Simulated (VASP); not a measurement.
Input:

```xyz
1
Lattice="-1.6200 1.6200 2.4779 1.6200 -1.6200 2.4779 1.6200 1.6200 -2.4779" Properties=species:S:1:pos:R:3 pbc="T T T"
In     0.0000     0.0000     0.0000
```

These are PBE GGA, VASP's PBE PAW potentials (set 64) (plane waves; VASP) values and carry that method's errors. Numerical set-up: 300 eV cut-off, 11×11×11 Γ-centred mesh, Gaussian smearing of 0.27 eV, potentials In_d.

At this cut-off the stress carries a Pulay error, which pulls relaxed volumes low.

Problem. Give the stress tensor in GPa (positive for a compressed cell).

Solution. 
```
2.02  0.00  0.00
0.00  2.02  0.00
0.00  0.00  1.42
```
The pressure is its mean diagonal, 1.82 GPa.

The structure comes from a computed database's In entry; how it stands against other phases isn't given here. The cell was not relaxed at this level.
